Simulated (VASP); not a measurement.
All values below come from revTPSS meta-GGA, VASP's PBE PAW potentials (set 64) (plane waves; VASP).

A VASP calculation is set up with these files.

**INCAR**
```
! general
SYSTEM =CdTe
PREC   =Accurate
ENCUT  =520
LREAL  =.FALSE.
LASPH  =.TRUE.

! electronic loop
EDIFF  =1E-7
NELM   =100
ALGO   =Normal
LMAXMIX=4
LMIXTAU=.TRUE.

! smearing
ISMEAR =0
SIGMA  =0.05

! functional
METAGGA=RTPSS

! ions
ISIF   =2

! output
LWAVE  =.FALSE.
LCHARG =.FALSE.
```

POSCAR:
```
CdTe
1
    0.0000000000     3.2466388524     3.2466388524
    3.2466388524     0.0000000000     3.2466388524
    3.2466388524     3.2466388524     0.0000000000
Cd Te
1 1
Direct
  0.0000000000   0.0000000000   0.0000000000
  0.2500000000   0.2500000000   0.2500000000
```

KPOINTS:
```
Automatic mesh
0
Gamma
7 7 7
0 0 0
```

POTCAR, in this order: Cd Te (PBE.64 set). Program: vasp_std.

Unless said otherwise, spin-orbit coupling is left out, though it shifts the bands of the heavy elements here.

Problem. What does the run give for the energy per atom (σ→0), pressure, band gap (on the k-mesh)?

Solution. 
The energy per atom (σ→0) is 15.635 eV/atom and the band gap (on the k-mesh) is 0.97 eV. The pressure is 1.22 GPa.

OSZICAR:
```
...
DAV:  16     0.312705345979E+02   -0.57459E-04   -0.13080E-05   590   0.436E-02    0.993E-03
DAV:  17     0.312705294625E+02   -0.51354E-05   -0.95153E-07   555   0.870E-03    0.795E-03
DAV:  18     0.312705226271E+02   -0.68353E-05   -0.96075E-06   540   0.291E-02    0.503E-03
DAV:  19     0.312705217451E+02   -0.88199E-06   -0.55282E-07   580   0.102E-02    0.337E-03
DAV:  20     0.312705215641E+02   -0.18106E-06   -0.14417E-07   410   0.552E-03    0.238E-03
DAV:  21     0.312705212867E+02   -0.27733E-06   -0.12350E-07   380   0.490E-03    0.964E-04
DAV:  22     0.312705212695E+02   -0.17206E-07   -0.62964E-09   310   0.103E-03
   1 F= 0.31270521E+02 E0= 0.31270521E+02  d E =-.432359E-12
```

The compound is CdTe in the zinc blende structure. This cell is one point of a volume scan, at 0.97 of the reference volume.
